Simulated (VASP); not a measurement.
# ZnB (Pm-3m) in VASP: further runs

The runs below take ZnB through band structure, with PBE.

All numbers are computed with VASP 6.6.1; they aren't measurements. Logs are shortened: lines on timing, memory, paths and dates and some standing lists are left out, and cuts for length are marked.

## 1. The structure

Symmetry: Pm-3m, No. 221, cubic system. The conventional cell has a = 2.807 Å, b = 2.807 Å, c = 2.807 Å, α = 90.00°, β = 90.00°, γ = 90.00°. Zn (site symmetry m-3m) is surrounded by 8 B at 2.43 Å. B (site symmetry m-3m) is surrounded by 8 Zn at 2.43 Å.

The cell was built by a generator and needn't be a form met in nature.

## 2. Band structure, PBE

INCAR

```
PREC = Accurate ; ENCUT = 900
EDIFF = 1E-6 ; ISMEAR = -1
SIGMA = 0.05 ; LREAL = F
LASPH = T ; NELM = 100
ALGO = Normal ; ISIF = 2
LWAVE = F ; LCHARG = F
GGA = PE
```

KPOINTS

```
Automatic mesh
0
Gamma
  9 9 9
```

POSCAR

```
ZnB
1.0
    2.8073700000      0.0000000000      0.0000000000
    0.0000000000      2.8073700000      0.0000000000
    0.0000000000      0.0000000000      2.8073700000
Zn B
1 1
Direct
    0.0000000000      0.0000000000      0.0000000000
    0.5000000000      0.5000000000      0.5000000000
```

KPOINTS_OPT

```
path GXMGRX,MR
15
line-mode
reciprocal
 0.0000000000  0.0000000000  0.0000000000  G
 0.0000000000  0.5000000000  0.0000000000  X

 0.0000000000  0.5000000000  0.0000000000  X
 0.5000000000  0.5000000000  0.0000000000  M

 0.5000000000  0.5000000000  0.0000000000  M
 0.0000000000  0.0000000000  0.0000000000  G

 0.0000000000  0.0000000000  0.0000000000  G
 0.5000000000  0.5000000000  0.5000000000  R

 0.5000000000  0.5000000000  0.5000000000  R
 0.0000000000  0.5000000000  0.0000000000  X

 0.5000000000  0.5000000000  0.0000000000  M
 0.5000000000  0.5000000000  0.5000000000  R
```

Potentials or basis: VASP PAW PBE potentials, release 64 (Zn_GW, B_GW).

Run with:

```bash
> cat potpaw_PBE.64/Zn_GW/POTCAR potpaw_PBE.64/B_GW/POTCAR > POTCAR
> mpirun -np 1 vasp_std > vasp.out
```

OUTCAR:

```text
PREC = Accurate
   ENCUT = 900
   EDIFF = 1E-6
   ISMEAR = -1
   LREAL = F
   LASPH = T
   NELM = 100
   ISIF = 2
   GGA = PE

 ion  position               nearest neighbor table
   1  0.000  0.000  0.000-   2 2.43   2 2.43   2 2.43   2 2.43   2 2.43   2 2.43   2 2.43   2 2.43

   2  0.500  0.500  0.500-   1 2.43   1 2.43   1 2.43   1 2.43   1 2.43   1 2.43   1 2.43   1 2.43

  LATTYP: Found a simple cubic cell.
 ALAT       =     2.8073700000

  Lattice vectors:

 A1 = (   2.8073700000,   0.0000000000,   0.0000000000)
 A2 = (   0.0000000000,   2.8073700000,   0.0000000000)
 A3 = (   0.0000000000,   0.0000000000,   2.8073700000)

Analysis of symmetry for initial positions (statically):
=====================================================================
 Subroutine PRICEL returns:
 Original cell was already a primitive cell.

 Routine SETGRP: Setting up the symmetry group for a
 simple cubic supercell.

 Subroutine GETGRP returns: Found 48 space group operations
 (whereof 48 operations were pure point group operations)
 out of a pool of 48 trial point group operations.

The static configuration has the point symmetry O_h .

Analysis of symmetry for dynamics (positions and initial velocities):
=====================================================================
 Subroutine PRICEL returns:
 Original cell was already a primitive cell.

 Routine SETGRP: Setting up the symmetry group for a
 simple cubic supercell.

 Subroutine GETGRP returns: Found 48 space group operations
 (whereof 48 operations were pure point group operations)
 out of a pool of 48 trial point group operations.

The dynamic configuration has the point symmetry O_h .

 Subroutine INISYM returns: Found 48 space group operations
 (whereof 48 operations are pure point group operations),
 and found     1 'primitive' translations

----------------------------------------------------------------------------------------

                                     Primitive cell

  volume of cell :      22.1258

  direct lattice vectors                    reciprocal lattice vectors
     2.807370000  0.000000000  0.000000000     0.356205274  0.000000000  0.000000000
     0.000000000  2.807370000  0.000000000     0.000000000  0.356205274  0.000000000
     0.000000000  0.000000000  2.807370000     0.000000000  0.000000000  0.356205274

  length of vectors
     2.807370000  2.807370000  2.807370000     0.356205274  0.356205274  0.356205274

  position of ions in fractional coordinates (direct lattice)
     0.000000000  0.000000000  0.000000000
     0.500000000  0.500000000  0.500000000

  ion indices of the primitive-cell ions
   primitive index   ion index
                 1           1
                 2           2

----------------------------------------------------------------------------------------

 KPOINTS: Automatic mesh

Automatic generation of k-mesh.
 Grid dimensions read from file:
 generate k-points for:    9    9    9

 Generating k-lattice:

  Cartesian coordinates                     Fractional coordinates (reciprocal lattice)
     0.039578364  0.000000000  0.000000000     0.111111111  0.000000000  0.000000000
     0.000000000  0.039578364  0.000000000     0.000000000  0.111111111  0.000000000
     0.000000000  0.000000000  0.039578364     0.000000000  0.000000000  0.111111111

  Length of vectors
     0.039578364  0.039578364  0.039578364

  Shift w.r.t. Gamma in fractional coordinates (k-lattice)
     0.000000000  0.000000000  0.000000000

 Subroutine IBZKPT returns following result:
 ===========================================

 Found     35 irreducible k-points:

 Following reciprocal coordinates:
            Coordinates               Weight
  0.000000  0.000000  0.000000      1.000000
  0.111111  0.000000  0.000000      6.000000
  0.222222  0.000000  0.000000      6.000000
  0.333333  0.000000  0.000000      6.000000
  0.444444  0.000000  0.000000      6.000000
  0.111111  0.111111  0.000000     12.000000
[... 16 lines left out ...]
  0.333333  0.333333  0.111111     24.000000
  0.444444  0.333333  0.111111     48.000000
 [... further k-points ...]
   k-points           NKPTS =     35   k-points in BZ     NKDIM =     35   number of bands    NBANDS=     11
   number of dos      NEDOS =    301   number of ions     NIONS =      2
   total plane-waves  NPLWV =  21952
   dimension x,y,z NGX =    28 NGY =   28 NGZ =   28
   dimension x,y,z NGXF=    56 NGYF=   56 NGZF=   56
   ions per type =               1   1
   NGX,Y,Z   is equivalent  to a cutoff of  16.58, 16.58, 16.58 a.u.
   NGXF,Y,Z  is equivalent  to a cutoff of  33.16, 33.16, 33.16 a.u.
 SYSTEM =  unknown system
   PREC   = accura    normal or accurate (medium, high low for compatibility)
   ISTART =      0    job   : 0-new  1-cont  2-samecut
   ICHARG =      2    charge: 1-file 2-atom 10-const
   ISPIN  =      1    spin polarized calculation?
   LNONCOLLINEAR =      F non collinear calculations
   LSORBIT =      F    spin-orbit coupling
   LASPH  =      T    aspherical Exc in radial PAW
   ENCUT  =  900.0 eV  66.15 Ry    8.13 a.u.   6.87  6.87  6.87*2*pi/ulx,y,z
   NELM   =    100;   NELMIN=  2; NELMDL= -5     # of ELM steps
   EDIFF  = 0.1E-05   stopping-criterion for ELM
   LREAL  =      F    real-space projection
   EDIFFG = 0.1E-04   stopping-criterion for IOM
   NSW    =      0    number of steps for IOM
   IBRION =     -1    ionic relax: 0-MD 1-quasi-New 2-CG
   NFREE  =      0    steps in history (QN), initial steepest desc. (CG)
   ISIF   =      2    stress and relaxation
   ISYM   =      2    0-nonsym 1-usesym 2-fastsym
   POTIM  = 0.5000    time-step for ionic-motion
   TEBEG  =    0.0;   TEEND  =   0.0 temperature during run
   PSTRESS=    0.0 pullay stress
   NELECT =      15.0000    total number of electrons
   NUPDOWN=      -1.0000    fix difference up-down
   EMIN   =  10.00;   EMAX   =-10.00  energy-range for DOS
   EFERMI =   0.00;   METHOD = LEGACY
   ISMEAR =    -1;   SIGMA  =   0.05  broadening in eV -4-tet -1-fermi 0-gaus
   EFERMI_NEDOS =   21; number of points for ismear=-14 and -15
   IALGO  =     38    algorithm
   IMIX   =      4    mixing-type and parameters
     AMIX     =   0.40;   BMIX     =  1.00
     AMIX_MAG =   1.60;   BMIX_MAG =  1.00
  volume/ion in A,a.u.               =      11.06        74.66
  Fermi-wavevector in a.u.,A,eV,Ry     =   1.438155  2.717718 28.140778  2.068289
  Thomas-Fermi vector in A             =   2.557153
   LORBIT       =      0    0 simple, 1 ext, 2 COOP (PROOUT), +10 PAW based schemes
   GGA     = PE    functional components
   LHFCALC =     F    Hartree Fock is set to
   AEXX    =    0.0000 exact exchange contribution
   IVDW    =     0    specifies the selected vdW correction
   LEPSILON=     F    determine dielectric tensor
   LRPA    =     F    only Hartree local field effects (RPA)
 non-spin polarized calculation
  energy-cutoff  :      900.00
  volume of cell :       22.13
 maximum number of plane-waves:      1374
 NGX is ok and might be reduce to    28
   NGX = 13   NGY = 13   NGZ = 13

 number of electron      14.9999997 magnetization

 Free energy of the ion-electron system (eV)
  ---------------------------------------------------
  ext. energy  EPLUGINS =         0.00000000
  ---------------------------------------------------
  free energy    TOTEN  =        -5.38074635 eV

  energy without entropy =       -5.37307159  energy(sigma->0) =       -5.37690897

 E-fermi :   6.9424     XC(G=0): -11.9956

 val. band max:        6.8683852187   @ k =   0.4444   0.3333   0.3333
 cond. band min:       6.9894741203   @ k =   0.4444   0.4444   0.0000
 fundamental gap:      0.1210889015
 Fermi energy:         6.9424417771

 k-point     1 :       0.0000    0.0000    0.0000
  band No.  band energies     occupation
      1      -5.9066      2.00000
      2      -1.2854      2.00000
      3      -1.2854      2.00000
      4      -0.4498      2.00000
      5      -0.4498      2.00000
      6      -0.4498      2.00000
      7       8.7095      0.00000
      8       8.7095      0.00000
      9       8.7095      0.00000
     10      14.0343      0.00000
     11      16.6081      0.00000

 k-point     2 :       0.1111    0.0000    0.0000
  band No.  band energies     occupation
      1      -5.6879      2.00000
      2      -1.2710      2.00000
      3      -1.2490      2.00000
      4      -0.4962      2.00000
      5      -0.4962      2.00000
      6      -0.4462      2.00000
      7       7.3861      0.00028
      8       8.9333      0.00000
      9       8.9333      0.00000
     10      14.4049      0.00000
     11      16.7703      0.00000

 k-point     3 :       0.2222    0.0000    0.0000
  band No.  band energies     occupation
      1      -5.0414      2.00000
      2      -1.2345      2.00000
      3      -1.1687      2.00000
      4      -0.6097      2.00000
      5      -0.6097      2.00000
      6      -0.4372      2.00000
      7       4.9580      2.00000
      8       9.5537      0.00000
      9       9.5537      0.00000
     10      14.8804      0.00000
     11      17.2558      0.00000

 k-point     4 :       0.3333    0.0000    0.0000
  band No.  band energies     occupation
      1      -4.0041      2.00000
      2      -1.1927      2.00000
      3      -1.1500      2.00000
      4      -0.7322      2.00000
      5      -0.7322      2.00000
      6      -0.4270      2.00000
      7       2.6276      2.00000
      8      10.4038      0.00000
      9      10.4038      0.00000
     10      15.4750      0.00000
     11      18.0416      0.00000

 k-point     5 :       0.4444    0.0000    0.0000
  band No.  band energies     occupation
      1      -2.6956      2.00000
      2      -1.5190      2.00000
      3      -1.1653      2.00000
      4      -0.8088      2.00000
      5      -0.8088      2.00000
      6      -0.4203      2.00000
      7       1.0403      2.00000
      8      11.1119      0.00000
      9      11.1119      0.00000
     10      16.2949      0.00000
     11      17.4357      0.00000
[... 211 lines left out ...]
 k-point    21 :       0.3333    0.2222    0.1111
  band No.  band energies     occupation
      1      -3.1184      2.00000
      2      -1.1710      2.00000
      3      -0.9468      2.00000
      4      -0.8129      2.00000
      5      -0.5874      2.00000
      6      -0.4969      2.00000
      7       3.5719      2.00000
      8       7.0335      0.27874
      9       9.7193      0.00000
     10      13.3307      0.00000
     11      16.6641      0.00000

 k-point    22 :       0.4444    0.2222    0.1111
  band No.  band energies     occupation
      1      -2.2098      2.00000
      2      -1.3340      2.00000
      3      -0.9405      2.00000
      4      -0.9002      2.00000
      5      -0.5634      2.00000
      6       0.0376      2.00000
      7       1.6344      2.00000
      8       7.9965      0.00000
      9      10.3792      0.00000
     10      11.7908      0.00000
     11      15.8486      0.00000

 k-point    23 :       0.3333    0.3333    0.1111
  band No.  band energies     occupation
      1      -2.4868      2.00000
      2      -1.1809      2.00000
      3      -0.8076      2.00000
      4      -0.7979      2.00000
      5      -0.5621      2.00000
      6      -0.2248      2.00000
      7       3.9279      2.00000
      8       5.2797      2.00000
      9      10.2904      0.00000
     10      10.9735      0.00000
     11      16.6728      0.00000

 k-point    24 :       0.4444    0.3333    0.1111
  band No.  band energies     occupation
      1      -2.1143      2.00000
      2      -1.1245      2.00000
      3      -0.8671      2.00000
      4      -0.7775      2.00000
      5      -0.4772      2.00000
      6       0.6901      2.00000
      7       2.3410      2.00000
      8       5.8906      2.00000
      9       9.1278      0.00000
     10      10.7571      0.00000
     11      16.5319      0.00000

 [... further k-points ...]
[... 5 lines left out ...]
  --------------------------------------------------------------------------------------
  -------------------------------------------------------------------------------------
  Total        0.0495852      0.0495852      0.0495852     -0.0000000     -0.0000000      0.0000000
  in kB        3.5905723      3.5905723      3.5905723     -0.0000000     -0.0000000      0.0000000
  external PRESSURE =       3.5905723 kB  Pullay stress =       0.0000000 kB

 VOLUME and BASIS-vectors are now :
 -----------------------------------------------------------------------------
  energy-cutoff  :      900.00
  volume of cell :       22.13
      direct lattice vectors                 reciprocal lattice vectors
     2.807370000  0.000000000  0.000000000     0.356205274  0.000000000  0.000000000
     0.000000000  2.807370000  0.000000000     0.000000000  0.356205274  0.000000000
     0.000000000  0.000000000  2.807370000     0.000000000  0.000000000  0.356205274

 POSITION                                       TOTAL-FORCE (eV/Angst)
 -----------------------------------------------------------------------------------
      0.00000      0.00000      0.00000         0.000000      0.000000      0.000000
      1.40369      1.40369      1.40369         0.000000      0.000000      0.000000
 -----------------------------------------------------------------------------------
    total drift:                               -0.000000     -0.000000     -0.000000

  FREE ENERGIE OF THE ION-ELECTRON SYSTEM (eV)
  ---------------------------------------------------
  free  energy   TOTEN  =        -5.3807463468 eV

  energy  without entropy=       -5.3730715895  energy(sigma->0) =       -5.37690897
```

It took 19 s on 1 thread of Intel Xeon 6975P-C (Granite Rapids), shared host; peak memory 0.18 GiB.

Results:

```
Free energy             : -5.3807 eV
Pressure                : 0.4 GPa
Band gap along the path : none (metal or under the smearing width)
```

Levels at the corners of the path, in eV from the Fermi level:
```
point  band 4  band 5  band 6  band 7  band 8  band 9  band 10  band 11
    Γ   -7.39   -7.39   -7.39    1.77    1.77    1.77     7.09     9.67
    X   -7.76   -7.76   -7.36   -6.13    4.28    4.28     9.73    10.07
    X   -7.76   -7.76   -7.36   -6.13    4.28    4.28     9.75    10.12
    M   -7.62   -7.14   -4.64   -4.64   -3.07   -0.60     4.82    12.14
    M   -7.62   -7.14   -4.64   -4.64   -3.07   -0.60     4.82    12.14
    Γ   -7.39   -7.39   -7.39    1.77    1.77    1.77     7.09     9.67
    Γ   -7.39   -7.39   -7.39    1.77    1.77    1.77     7.09     9.67
    R   -7.12   -7.12   -1.88   -0.01   -0.01   -0.01     2.27     2.27
    R   -7.12   -7.12   -1.88   -0.01   -0.01   -0.01     2.27     2.27
    X   -7.76   -7.76   -7.36   -6.13    4.28    4.28     9.73    10.07
    M   -7.62   -7.14   -4.64   -4.64   -3.07   -0.60     4.82    12.14
    R   -7.12   -7.12   -1.88   -0.01   -0.01   -0.01     2.27     2.27
```

## 3. Band structure, PBE

INCAR is that of step 2.

KPOINTS is that of step 2.

POSCAR is that of step 2.

KPOINTS_OPT is that of step 2.

Potentials or basis: VASP PAW PBE potentials, release 64 (Zn, B_h).

Run with:

```bash
> cat potpaw_PBE.64/Zn/POTCAR potpaw_PBE.64/B_h/POTCAR > POTCAR
> mpirun -np 1 vasp_std > vasp.out
```

Run time: 17 s. Hardware: 1 thread of Intel Xeon 6975P-C (Granite Rapids), shared host; peak memory 0.18 GiB.

The run converged. Its results:

| Item | Value |
| --- | --- |
| Free energy | -5.3715 eV |
| Pressure | 0.6 GPa |
| Band gap along the path | none (metal or under the smearing width) |

Levels at the corners of the path, in eV from the Fermi level:
| point | band 5 | band 6 | band 7 | band 8 | band 9 | band 10 | band 11 |
| --- | --- | --- | --- | --- | --- | --- | --- |
| Γ | -7.42 | -7.42 | 1.78 | 1.78 | 1.78 | 7.09 | 9.67 |
| X | -7.78 | -7.38 | -6.15 | 4.28 | 4.28 | 9.73 | 10.09 |
| X | -7.78 | -7.38 | -6.15 | 4.28 | 4.28 | 9.73 | 10.09 |
| M | -7.16 | -4.64 | -4.64 | -3.08 | -0.61 | 4.84 | 12.19 |
| M | -7.16 | -4.64 | -4.64 | -3.08 | -0.61 | 4.84 | 12.19 |
| Γ | -7.42 | -7.42 | 1.78 | 1.78 | 1.78 | 7.09 | 9.67 |
| Γ | -7.42 | -7.42 | 1.78 | 1.78 | 1.78 | 7.09 | 9.67 |
| R | -7.15 | -1.87 | -0.03 | -0.03 | -0.03 | 2.27 | 2.27 |
| R | -7.15 | -1.87 | -0.03 | -0.03 | -0.03 | 2.27 | 2.27 |
| X | -7.78 | -7.38 | -6.15 | 4.28 | 4.28 | 9.73 | 10.09 |
| M | -7.16 | -4.64 | -4.64 | -3.08 | -0.61 | 4.84 | 12.19 |
| R | -7.15 | -1.87 | -0.03 | -0.03 | -0.03 | 2.27 | 2.27 |

## 4. Band structure, PBE

INCAR is that of step 3.

KPOINTS is that of step 3.

POSCAR is that of step 3.

KPOINTS_OPT is that of step 3.

Potentials or basis: VASP PAW PBE potentials, release 64 (Zn, B_s).

Run with:

```bash
> cat potpaw_PBE.64/Zn/POTCAR potpaw_PBE.64/B_s/POTCAR > POTCAR
> mpirun -np 1 vasp_std > vasp.out
```

Wall time 18 s (1 thread of Intel Xeon 6975P-C (Granite Rapids), shared host); peak memory 0.18 GiB.

The run converged. Its results:

```
Free energy             : -5.3728 eV
Pressure                : 0.6 GPa
Band gap along the path : none (metal or under the smearing width)
```

Levels at the corners of the path, in eV from the Fermi level:
| point | band 6 | band 7 | band 8 | band 9 | band 10 | band 11 |
| --- | --- | --- | --- | --- | --- | --- |
| Γ | -7.42 | 1.78 | 1.78 | 1.78 | 7.09 | 9.68 |
| X | -7.39 | -6.15 | 4.28 | 4.28 | 9.72 | 10.10 |
| X | -7.39 | -6.15 | 4.28 | 4.28 | 9.72 | 10.10 |
| M | -4.64 | -4.64 | -3.08 | -0.60 | 4.83 | 12.19 |
| M | -4.64 | -4.64 | -3.08 | -0.60 | 4.83 | 12.19 |
| Γ | -7.42 | 1.78 | 1.78 | 1.78 | 7.09 | 9.68 |
| Γ | -7.42 | 1.78 | 1.78 | 1.78 | 7.09 | 9.68 |
| R | -1.87 | -0.03 | -0.03 | -0.03 | 2.27 | 2.27 |
| R | -1.87 | -0.03 | -0.03 | -0.03 | 2.27 | 2.27 |
| X | -7.39 | -6.15 | 4.28 | 4.28 | 9.73 | 10.10 |
| M | -4.64 | -4.64 | -3.08 | -0.60 | 4.83 | 12.19 |
| R | -1.87 | -0.03 | -0.03 | -0.03 | 2.27 | 2.27 |

## 5. Band structure, PBE

INCAR is that of step 4.

KPOINTS is that of step 4.

POSCAR is that of step 4.

KPOINTS_OPT is that of step 4.

Potentials or basis: VASP PAW PBE potentials, release 54 (Zn, B).

Run with:

```bash
> cat potpaw_PBE.54/Zn/POTCAR potpaw_PBE.54/B/POTCAR > POTCAR
> mpirun -np 1 vasp_std > vasp.out
```

Run time: 15 s. Hardware: 1 thread of Intel Xeon 6975P-C (Granite Rapids), shared host; peak memory 0.18 GiB.

Results (log left out):

```yaml
Free_energy: -5.3729 eV
Pressure: 0.6 GPa
Band_gap_along_the_path: none (metal or under the smearing width)
```

Levels at the corners of the path, in eV from the Fermi level:
```
point  band 6  band 7  band 8  band 9  band 10  band 11
    Γ   -7.42    1.78    1.78    1.78     7.09     9.67
    X   -7.38   -6.15    4.28    4.28     9.73    10.10
    X   -7.38   -6.15    4.28    4.28     9.73    10.10
    M   -4.64   -4.64   -3.08   -0.60     4.84    12.19
    M   -4.64   -4.64   -3.08   -0.60     4.84    12.19
    Γ   -7.42    1.78    1.78    1.78     7.09     9.67
    Γ   -7.42    1.78    1.78    1.78     7.09     9.67
    R   -1.87   -0.03   -0.03   -0.03     2.27     2.27
    R   -1.87   -0.03   -0.03   -0.03     2.27     2.27
    X   -7.38   -6.15    4.28    4.28     9.73    10.10
    M   -4.64   -4.64   -3.08   -0.60     4.84    12.19
    R   -1.87   -0.03   -0.03   -0.03     2.27     2.27
```

(Continued in part 2 of 2.)
